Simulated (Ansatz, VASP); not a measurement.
## Cross-check of Ti11Ga10O37 between VASP and Ansatz

One calculation is typed for both programs; each brings its own data sets. How far apart do they land? The structure shown is frame 37 of Ansatz's trajectory.

Main program and level: Ansatz 0.2.0; plane waves, with VASP 6.6.1 beside it; single point at PBEsol.

### 1. The structure

The cell holds 116 atoms: 20 Ga, 22 Ti and 74 O. Cell: a = 11.051 Å, b = 11.051 Å, c = 11.051 Å, α = 90.0°, β = 90.0°, γ = 90.0°. As first built, before any earlier steps moved the atoms (in the runner's words): 116 atoms (20 Fe, 22 Ti, 74 O) placed at random at 3.92 g/cm^3, melted at 5000 K for 10 ps at fixed volume with the Morse and Coulomb pair potential with partial charges (Pedone, Malavasi, Menziani, Cormack and Segre, J. Phys. Chem. B 110, 11780 (2006)). Quenched from 5000 K to 300 K at 20 K/ps and fixed volume, held 10 ps at zero pressure, then minimised at fixed cell. Then Fe was replaced by Ga and the cell scaled by 1.006 (the potential has no terms for the new elements, so the cell is a start for a DFT relaxation).

### 2. Ansatz: dynamics, PBEsol

Ansatz runs on its default PAW (the set named soft_2) files.

One frame of this run of dynamics is then solved in both programs, so the motion causes no difference.

input.yaml

```yaml
crystal:
  lattice:
    - [11.05068, 0.0, 0.0]
    - [0.0, 11.05068, 0.0]
    - [0.0, 0.0, 11.05068]
  atoms:
    - { symbol: Ga, position: [0.62558, 0.40439, 0.73708] }
    - { symbol: Ga, position: [0.11193, 0.95536, 0.53572] }
    - { symbol: Ga, position: [0.31097, 0.44895, 0.35161] }
    - { symbol: Ga, position: [0.40888, 0.91562, 0.16247] }
    - { symbol: Ga, position: [0.3528, 0.53046, 0.64656] }
    - { symbol: Ga, position: [0.86935, 0.54395, 0.61764] }
    - { symbol: Ga, position: [0.70329, 0.49813, 0.03416] }
    - { symbol: Ga, position: [0.59222, 0.18083, 0.90775] }
    - { symbol: Ga, position: [0.91283, 0.77739, 0.43555] }
    - { symbol: Ga, position: [0.89212, 0.35022, 0.14074] }
    - { symbol: Ga, position: [0.15659, 0.80404, 0.00591] }
    - { symbol: Ga, position: [0.57326, 0.0639, 0.64242] }
    - { symbol: Ga, position: [0.57837, 0.60761, 0.51659] }
    - { symbol: Ga, position: [0.07965, 0.56014, 0.46253] }
    - { symbol: Ga, position: [0.96773, 0.58907, 0.93434] }
    - { symbol: Ga, position: [0.35217, 0.24623, 0.78187] }
    - { symbol: Ga, position: [0.63406, 0.90437, 0.93925] }
    - { symbol: Ga, position: [0.09644, 0.31347, 0.66788] }
    - { symbol: Ga, position: [0.91833, 0.29718, 0.88417] }
    - { symbol: Ga, position: [0.80246, 0.5103, 0.32619] }
    - { symbol: Ti, position: [0.01303, 0.29748, 0.40854] }
    - { symbol: Ti, position: [0.80432, 0.22145, 0.64244] }
    - { symbol: Ti, position: [0.84779, 0.04067, 0.04045] }
    - { symbol: Ti, position: [0.64298, 0.20161, 0.18236] }
    - { symbol: Ti, position: [0.21812, 0.75745, 0.29631] }
    - { symbol: Ti, position: [0.36949, 0.96784, 0.87116] }
    - { symbol: Ti, position: [0.1231, 0.48617, 0.16551] }
    - { symbol: Ti, position: [0.30111, 0.1782, 0.5176] }
    - { symbol: Ti, position: [0.87343, 0.06437, 0.36619] }
    - { symbol: Ti, position: [0.85879, 0.92912, 0.72158] }
[... 80 atom lines left out ...]
    - { symbol: O, position: [0.77726, 0.88523, 0.06314] }
    - { symbol: O, position: [0.88692, 0.20511, 0.03697] }
    - { symbol: O, position: [0.14794, 0.23741, 0.50194] }
    - { symbol: O, position: [0.68181, 0.08517, 0.02059] }
    - { symbol: O, position: [0.05533, 0.75008, 0.8542] }
    - { symbol: O, position: [0.68531, 0.62729, 0.65187] }
kpoints:
  mp_grid: { grid: [1, 1, 1] }
hamiltonian:
  xc: pbesol
scf:
  occupations: { method: fermi_dirac, width: 0.078 }
output:
  forces: true
md:
  timestep: 1.0
  n_steps: 110
  ensemble: nve
  temperature: 900
  initial_velocities: maxwell_boltzmann
  seed: 9766
```

Launch:

```
$ ansatz run input.yaml --threads 4 --pin off --max-ram 8192MiB --backend cpu --events-out ev --progress --plain --runs-dir out
```

Numbers of over 12 decimals in the logs are rounded to 6 here.

What it wrote:

```text
Warning: md: disabling space-group detection — thermal motion breaks the input geometry's symmetry, so no spatial operation reduces the k-mesh or symmetrises the density; time reversal is kept, so that k and −k are solved as one point where they differ and the mesh holds both, and exact exchange and, on two spinor components, a DFT+U term hold to it where the run has them: on two components no moment then forms, and  [...]
Engine: ansatz 0.2.0, aarch64-unknown-linux-gnu
Pseudopotentials: kind: paw
Pseudopotential: Ga, paw, valence charge 13, recommended cutoff 420 eV (normal), Ga.paw.azcp
Pseudopotential: Ti, paw, valence charge 12, recommended cutoff 420 eV (normal), Ti.paw.azcp
Pseudopotential: O, paw, valence charge 6, recommended cutoff 420 eV (normal), O.paw.azcp
Functional definition: PBEsol
  exchange = pbesol_x
  correlation = pbesol_c
Crystal: 116 atoms, lattice volume = 1349.482 Å³
Basis set: ecut = 420 eV, 26193 PW (Γ), exchange–correlation on 150×150×150 points (8 copies of the dense FFT grid, shifted against one another)
Bands: 600, of which v1, the nominal top of the filled ones, is band 484 counted from 1 (483 counted from 0)
Symmetry: 1 space group operations
k-points: 1
Non-local potential: Ga, projectors of the file, l = 0: 2, l = 1: 2, l = 2: 3, l = 3: 1
Non-local potential: Ti, projectors of the file, l = 0: 3, l = 1: 2, l = 2: 3, l = 3: 1
Non-local potential: O, projectors of the file, l = 0: 2, l = 1: 2, l = 2: 1
PAW form: soft (Blöchl's): semilocal exchange-correlation on the pseudo side does not see the compensation charge
PAW frozen core: Ga, regenerated for the run's functional, and the local potential with it (the file was generated under x = pbe(κ = 0.804, μ = 0.219515), c = pbe(β = 0.066725))
PAW frozen core: Ti, regenerated for the run's functional, and the local potential with it (the file was generated under x = pbe(κ = 0.804, μ = 0.219515), c = pbe(β = 0.066725))
PAW frozen core: O, regenerated for the run's functional, and the local potential with it (the file was generated under x = pbe(κ = 0.804, μ = 0.219515), c = pbe(β = 0.066725))
PAW one-centre angular grid: Ga, 590 points (default); XC on 64 Gauss nodes
PAW one-centre angular grid: Ti, 590 points (default); XC on 64 Gauss nodes
PAW one-centre angular grid: O, 110 points (default); XC on 64 Gauss nodes
Initial density: superposition of atomic densities (neutral atoms: chi_scale 0, normalization atom), corrected by the library's trained network
Initial wavefunctions: pseudopotential atomic-orbital guess
Functional: x = pbesol(κ = 0.804, μ = 0.123457), c = pbesol(β = 0.046)
SCF iter   1: F=—  HF=-170882.179786 eV  |F-HF|=—  |Δ(HF+E_count)|=         —  Δρ=1.62e-2  dr2=2.91e0  ethr=1.77e-3  ⟨swp⟩=5.0  Hψ=2234  notcnv=0  defer=34
preconditioner: auto → Resta (q_TF=auto, 2.581 Å⁻¹)  ε∞=6.3  [insulator: Δε(μ)=2.264 eV  Ē_g=12.403 eV  σ=0.078 eV  W_gap=1.00  n_scr=388 (ndim 8)  ℏωp=28.4 eV  f_vac=0.077  D(μ)=0.00/eV (n_scr^D=0)  ε∞_Penn≈6.3]
SCF iter   2: F=—  HF=-170881.580835 eV  |F-HF|=—  |Δ(HF+E_count)|=   5.99e-1  Δρ=6.45e-3  dr2=5.90e-1  ethr=3.01e-4  ⟨swp⟩=2.0  Hψ=1078  notcnv=0  defer=71
SCF iter   3: F=—  HF=-170881.486568 eV  |F-HF|=—  |Δ(HF+E_count)|=   9.43e-2  Δρ=2.28e-3  dr2=7.14e-2  ethr=6.10e-5  ⟨swp⟩=2.0  Hψ=1001  notcnv=0  defer=71
SCF iter   4: F=—  HF=-170881.477669 eV  |F-HF|=—  |Δ(HF+E_count)|=   8.90e-3  Δρ=9.63e-4  dr2=1.41e-2  ethr=7.37e-6  ⟨swp⟩=2.0  Hψ=872  notcnv=0  defer=71
SCF iter   5: F=—  HF=-170881.477131 eV  |F-HF|=—  |Δ(HF+E_count)|=   5.38e-4  Δρ=4.82e-4  dr2=3.83e-3  ethr=1.46e-6  ⟨swp⟩=2.0  Hψ=872  notcnv=0  defer=71
SCF iter   6: F=—  HF=-170881.476926 eV  |F-HF|=—  |Δ(HF+E_count)|=   2.05e-4  Δρ=1.65e-4  dr2=4.74e-4  ethr=3.95e-7  ⟨swp⟩=2.0  Hψ=970  notcnv=0  defer=71
SCF iter   7: F=—  HF=-170881.476978 eV  |F-HF|=—  |Δ(HF+E_count)|=   5.20e-5  Δρ=9.26e-5  dr2=1.44e-4  ethr=4.90e-8  ⟨swp⟩=2.0  Hψ=943  notcnv=0  defer=71
SCF iter   8: F=—  HF=-170881.477067 eV  |F-HF|=—  |Δ(HF+E_count)|=   8.89e-5  Δρ=3.91e-5  dr2=2.70e-5  ethr=1.48e-8  ⟨swp⟩=2.0  Hψ=866  notcnv=0  defer=71
SCF iter   9: F=—  HF=-170881.474147 eV  |F-HF|=—  |Δ(HF+E_count)|=   2.92e-3  Δρ=1.99e-5  dr2=7.15e-6  ethr=2.79e-9  ⟨swp⟩=2.0  Hψ=1069  notcnv=0  defer=71
SCF iter  10: F=—  HF=-170881.474150 eV  |F-HF|=—  |Δ(HF+E_count)|=   3.00e-6  Δρ=1.07e-5  dr2=2.25e-6  ethr=7.38e-10  ⟨swp⟩=2.0  Hψ=867  notcnv=0  defer=71
[...]
SCF iter   2: F=—  HF=-170877.724039 eV  |F-HF|=—  |Δ(HF+E_count)|=   6.39e-3  Δρ=9.41e-4  dr2=7.72e-3  ethr=3.95e-6  ⟨swp⟩=5.0  Hψ=1144  notcnv=0
SCF iter   3: F=—  HF=-170877.722920 eV  |F-HF|=—  |Δ(HF+E_count)|=   1.12e-3  Δρ=5.03e-4  dr2=3.07e-3  ethr=7.97e-7  ⟨swp⟩=2.0  Hψ=1068  notcnv=0
SCF iter   4: F=—  HF=-170877.722521 eV  |F-HF|=—  |Δ(HF+E_count)|=   3.99e-4  Δρ=2.15e-4  dr2=7.38e-4  ethr=3.17e-7  ⟨swp⟩=2.0  Hψ=1023  notcnv=0
SCF iter   5: F=—  HF=-170877.722473 eV  |F-HF|=—  |Δ(HF+E_count)|=   4.74e-5  Δρ=8.08e-5  dr2=9.96e-5  ethr=7.63e-8  ⟨swp⟩=2.0  Hψ=1064  notcnv=0
SCF iter   6: F=—  HF=-170877.719709 eV  |F-HF|=—  |Δ(HF+E_count)|=   2.76e-3  Δρ=4.49e-5  dr2=3.06e-5  ethr=1.03e-8  ⟨swp⟩=2.0  Hψ=1069  notcnv=0
SCF iter   7: F=—  HF=-170877.719708 eV  |F-HF|=—  |Δ(HF+E_count)|=   1.22e-6  Δρ=1.87e-5  dr2=5.86e-6  ethr=3.16e-9  ⟨swp⟩=2.0  Hψ=1069  notcnv=0
SCF iter   8: F=—  HF=-170877.719708 eV  |F-HF|=—  |Δ(HF+E_count)|=   6.80e-7  Δρ=8.51e-6  dr2=1.34e-6  ethr=6.06e-10  ⟨swp⟩=2.0  Hψ=1049  notcnv=0
SCF iter   9: F=—  HF=-170877.719709 eV  |F-HF|=—  |Δ(HF+E_count)|=   6.06e-7  Δρ=6.28e-6  dr2=6.21e-7  ethr=1.39e-10  ⟨swp⟩=2.0  Hψ=951  notcnv=0
SCF iter  10: F=—  HF=-170877.719709 eV  |F-HF|=—  |Δ(HF+E_count)|=   4.36e-8  Δρ=2.55e-6  dr2=1.16e-7  ethr=6.41e-11  ⟨swp⟩=2.0  Hψ=1023  notcnv=0
SCF iter  11: F=-170877.719709 eV  HF=-170877.719709 eV  |F-HF|=9.43e-9  |Δ(HF+E_count)|=   1.81e-8  Δρ=1.11e-6  dr2=2.24e-8  ethr=1.03e-11  ⟨swp⟩=3.0  Hψ=1572  notcnv=0
SCF 111 converged in 11 iterations: F = -170877.719709 eV  dr2 = 2.24e-8
md step   110: t =   110.00 fs  T =   647.8 K  F+E_penalty+E_count = -170877.71970897 eV  E_kin = 9.629850 eV  conserved = -170868.08985905 eV  (11 SCF iters)
SCF converged after 11 iterations
Free energy (F): -170877.719709 eV
Harris-Foulkes:  -170877.719709 eV  (|F-HF|=9.43e-9)
Internal energy: -170877.719672 eV  (E = F + TS)
E sigma→0 (E₀):  -170877.719691 eV
Entropy (-TS):   -0.000037 eV (-0.000 meV/atom)
Fermi energy:    8.196328 eV
--- Per-component energies (eV) ---
  E_band       = -6227.728324
  E_kinetic    = 21228.411740
  E_local      = -94279.896178  (includes V_loc(G=0)·N_el)
  E_nonlocal   = 12357.909494
  E_hartree    = 40011.557819
  E_xc         = -8855.043987
  E_vxc        = -10716.632523  (∫ρ·V_xc dr)
  E_paw        = -72886.892544  (= ΣΔE_a)
  E_vpaw       = -14840.814478  (= ΣTr[D̂ρ^β])
  E_aug_tail   = 0.180283  (compensation charges beyond the density's cutoff)
  E_ewald      = -68476.883617
  E_core_change = 22.937316  (= ΣΔE_core)
  E_smearing   = -0.000037  (= −TS)
  E_closure    = 0.000000  (closes the sum)
  Σ components = -170877.719709   (vs F -170877.719709, Δ=0.00e0)
--- Forces (eV/Å), atoms counted from 1 ---
  atom   1  Ga     0.44133467    -0.12875675     2.17135490
  atom   2  Ga     1.27862510     0.14996721    -1.37545637
  atom   3  Ga    -0.35475001     0.15637684    -0.42587262
  atom   4  Ga    -0.71151874    -0.14539147    -0.25023907
  atom   5  Ga     0.83412300     0.46719695     0.35611520
  atom   6  Ga    -0.32977081     0.70378697     3.12452775
  atom   7  Ga    -0.87430350    -0.30796027     0.30014942
  atom   8  Ga    -0.84854548    -0.46150363     0.83879641
  atom   9  Ga    -1.38105090     0.43069986    -0.03611126
  atom  10  Ga     0.87421353     0.54275640     0.90765829
  atom  11  Ga     0.79825187     0.34439758    -0.41640046
  atom  12  Ga     0.72301850    -0.20038542     1.62927280
  atom  13  Ga     0.35304369    -0.15886531    -0.58786614
  atom  14  Ga     0.90120848     0.71537297    -0.39293902
  atom  15  Ga     0.20158754    -0.31899831     0.60809662
  atom  16  Ga    -0.64171172    -1.35796818     0.96480653
  atom  17  Ga     1.32938562     1.78034784     0.09423379
  atom  18  Ga     0.20030762    -0.46354735    -0.38609402
  atom  19  Ga     0.77633556    -1.42578108    -1.34131467
  atom  20  Ga     0.29227189    -0.00143692    -2.70437678
  atom  21  Ti    -0.84452397    -1.70058492     0.70455434
  atom  22  Ti     0.03231546    -0.31732146    -0.44981413
  atom  23  Ti    -1.44055936     0.35979998     0.31730940
  atom  24  Ti    -2.06419667    -1.50896421     1.10850291
[...]
atom 109  O      0.24774531    -0.67175864     0.08386455
  atom 110  O     -0.01250466     0.47910727    -0.19763969
  atom 111  O      0.83253228    -0.42367479    -0.61590148
  atom 112  O     -0.24955817    -2.33653366     0.47348561
  atom 113  O      0.26686006     1.21848078    -0.19889762
  atom 114  O      0.14093244     0.05696467    -0.38007737
  atom 115  O      0.78487626     0.21069225    -0.74118473
  atom 116  O     -0.30588855    -0.41054033    -1.13486816
  max |Σ_I F_I| component: 7.37e-5 eV/Å
--- MD trajectory: 110 steps, t = 0.0 → 110.0 fs ---
  final state: T = 647.8 K   F+E_penalty+E_count = -170877.71970897 eV   E_kin = 9.629850 eV
  conserved energy: peak-to-peak 1.167e-2 eV (1.006e-4 eV/atom) over 110.0 fs
```

### 3. VASP: single point, PBEsol

The same cell, functional, mesh and smearing now go to VASP, with its own data sets.

Lines of VASP's logs that name or quote its potential files are left out, and so is its time.

INCAR

```
SYSTEM = Ti11Ga10O37
PREC = Accurate
ENCUT = 520
EDIFF = 1E-06
NELM = 120
ISMEAR = -1
SIGMA = 0.078
LREAL = Auto
ALGO = Normal
GGA = PS
NBANDS = 576
LASPH = .TRUE.
LORBIT = 11
LWAVE = .FALSE.
LCHARG = .FALSE.
ISIF = 2
GGA_COMPAT = .FALSE.
EFERMI = MIDGAP
NCORE = 4
```

POSCAR

```
Ti11Ga10O37
1.0
   11.0506800000      0.0000000000      0.0000000000
    0.0000000000     11.0506800000      0.0000000000
    0.0000000000      0.0000000000     11.0506800000
Ga Ti O
20 22 74
Direct
    0.6294635262      0.4021471982      0.7353212653
    0.1109162513      0.9780122128      0.5562644109
    0.3115645372      0.4425248039      0.3493902638
    0.4050972429      0.9257891822      0.1668766085
    0.3553989438      0.5384103060      0.6341872174
    0.8737018898      0.5479753282      0.6151657636
    0.7194760865      0.4952817383      0.0220981876
    0.5914477661      0.1691932080      0.8739824156
    0.9188303344      0.7818161416      0.4408506988
    0.9024241042      0.3637423217      0.1436834656
    0.1576283088      0.7908201124      0.9989502908
    0.5747881578      0.0757600437      0.6360694545
    0.5704354845      0.6120347345      0.5269630466
    0.0957678622      0.5505091089      0.4552570521
    0.9584478059      0.5878914239      0.9199614865
    0.3504309237      0.2524460033      0.7833907054
    0.6350378438      0.9099802003      0.9285763410
    0.0994327951      0.3253736422      0.6636695660
    0.9225586118      0.2906608462      0.8827511067
    0.7908834569      0.5159049036      0.3369023445
    0.0086962974      0.2923440006      0.4000477799
    0.8085746759      0.2285379723      0.6528738503
    0.8567074605      0.0349118787      0.0357353575
    0.6514440740      0.2175703215      0.1805137783
    0.2206018091      0.7463522607      0.2916472109
    0.3643848161      0.9667006917      0.8715119794
    0.1051066541      0.4929741880      0.1685235660
    0.2938642690      0.1673833646      0.5263657983
    0.8654218564      0.0704481534      0.3664480376
    0.8527710512      0.9229024820      0.7150691179
[... 80 atom lines left out ...]
    0.7725497435      0.8811041492      0.0654801333
    0.8996188470      0.2080686437      0.0362873597
    0.1352043494      0.2395508693      0.5172532369
    0.6576880337      0.0786557931      0.0083524272
    0.0592904690      0.7259553258      0.8631233553
    0.6873694650      0.6344948908      0.6541588391
```

KPOINTS

```
Automatic mesh
0
Gamma
1 1 1
0 0 0
```

Potentials, in the order of the species: Ga_d, Ti_sv and O (PBE family, release 64).

Launch:

```
$ mpirun -np 16 vasp_gam
```

What it wrote:

```text
[banner, memory and clock lines left out]
running   16 mpi-ranks, on    1 nodes
[...]
|                                                                             |
|               ----> ADVICE to this user running VASP <----                  |
|                                                                             |
|     You enforced a specific xc type in the INCAR file but a different       |
|     [... a line on the potential file left out ...]
|     I HOPE YOU KNOW WHAT YOU ARE DOING!                                     |
|                                                                             |

 LDA part: xc-table for (Slater+PW92), standard interpolation
 POSCAR, INCAR and KPOINTS ok, starting setup
[...]
entering main loop
       N       E                     dE             d eps       ncg     rms          rms(c)
DAV:   1     0.246063452016E+05    0.24606E+05   -0.41250E+05  1152   0.286E+03
DAV:   2     0.632128828952E+04   -0.18285E+05   -0.17516E+05  1152   0.908E+02
DAV:   3     0.406215571125E+03   -0.59151E+04   -0.54594E+04  1480   0.381E+02
DAV:   4    -0.975997063652E+03   -0.13822E+04   -0.13514E+04  1472   0.168E+02
[...]
DAV:  19    -0.909194545690E+03   -0.15390E-05   -0.88934E-05  1760   0.263E-02    0.144E-02
DAV:  20    -0.909194548683E+03   -0.29934E-05   -0.21086E-05  1640   0.146E-02    0.602E-03
DAV:  21    -0.909194549416E+03   -0.73310E-06   -0.88176E-06  1160   0.734E-03
   1 F= -.90919455E+03 E0= -.90919454E+03  d E =-.216682E-04
```

Parts of OUTCAR (step 3):

```text
  Total      -23.3344537    -18.3873485    -24.3342419      3.8992475      7.2806860     -3.3706245
  in kB      -27.7039192    -21.8304497    -28.8909215      4.6293965      8.6440223     -4.0017868
  external PRESSURE =     -26.1417634 kB  Pullay stress =       0.0000000 kB

 POSITION                                       TOTAL-FORCE (eV/Angst)
 -----------------------------------------------------------------------------------
[...]
4.38960      9.75370      8.01980        -0.737007      0.498662     -0.059090
      5.94390      5.94730      0.86440        -0.079809      1.244004      0.676242
      0.74290      3.61180      1.64680        -0.389890     -0.848379     -0.349586
      6.67790      2.66090      3.67610         0.001000      0.575336      0.468940
      9.57390      6.52700      8.62000         0.317900     -0.505024     -1.440407
      4.19820      3.23810      4.70720         0.329098      0.515235      0.528776
      5.72260      3.31130      8.93870        -0.611478     -0.341788     -0.054043
      8.34420      9.34550      9.14520        -0.384950     -1.416779     -0.779045
      0.92610      7.80310      4.23590        -0.648622      0.206017      0.521568
     10.68040      6.11900      2.18400        -1.199079     -0.474761      0.271733
      9.75010      4.91810     10.97290         0.722945     -2.802805     -1.319178
      2.88290      5.82430      5.48170         0.622455     -0.518256     -0.847555
      0.44780      7.01860      6.75540        -3.011797     -1.602798     -2.625799
[...]
-----------------------------------------------------------------------------------
    total drift:                                0.042298     -0.023043      0.010273

  FREE ENERGIE OF THE ION-ELECTRON SYSTEM (eV)
  ---------------------------------------------------
  free  energy   TOTEN  =      -909.1945494164 eV

  energy  without entropy=     -909.1945277482  energy(sigma->0) =     -909.19453858

[... 3 further parts left out ...]
[key lines of the parts left out:]
E-fermi :   4.4323
```

This run has no spin polarisation, so a moment on Ti, if there is one, isn't seen.

### 4. Differences

Known differences besides the potentials themselves: the cutoff is 420 eV in Ansatz and 520 eV in VASP (PREC = Accurate, projectors in real space); Ansatz makes its cores anew for this functional, VASP keeps those of its PBE data sets. Total energies have different zeros and are not compared.

Forces on 8 of the 116 atoms, those with the largest forces and the largest differences (eV/Å; atoms numbered as in POSCAR):

```tsv
atom	Ansatz x, y, z	VASP x, y, z
Ti28	-0.550, 3.621, 0.992	-0.528, 3.808, 0.984
Ti31	-0.248, -2.372, -2.844	-0.250, -2.498, -2.917
Ti32	0.975, 1.781, 2.268	1.046, 1.911, 2.392
O64	-0.680, -3.326, -1.141	-0.713, -3.528, -1.204
O75	-1.027, -0.565, 0.231	-1.199, -0.475, 0.272
O76	0.721, -2.798, -1.313	0.723, -2.803, -1.319
O78	-2.894, -1.508, -2.502	-3.012, -1.603, -2.626
O99	-1.623, 0.550, 2.388	-1.674, 0.596, 2.485
```

The forces differ by 46 meV/Å r.m.s., which is 4.7 % of the r.m.s. force of 0.988 eV/Å (both taken over all components).

### 5. Results

```yaml
r_m_s_force_difference_single_point_pbesol: 4.7 % of the r.m.s. force
```

**Reading.** The r.m.s. force difference is 4.7 % of the r.m.s. force (single point, PBEsol), beyond the 3 % picked in this series as the mark of a large difference. What causes the difference of the single point, PBEsol pair stays open here. 2 further runs of this series are not shown here. Such differences can come from data sets, numerical settings and the points named under the comparisons, not from the functional's error against experiment.

[Lines on the potential files, build, host, timing and source positions are cut from VASP's logs without a mark.]

[Logs are printed without paths, hosts, clocks, repeated set-up lines and the standing remarks that a program may print on its own settings, such as how far it seeks lower states.]

[Hosts, paths, dates, database ids (printed as entryN), source tags and the programs' standing remarks are cut or masked in the printed files.]
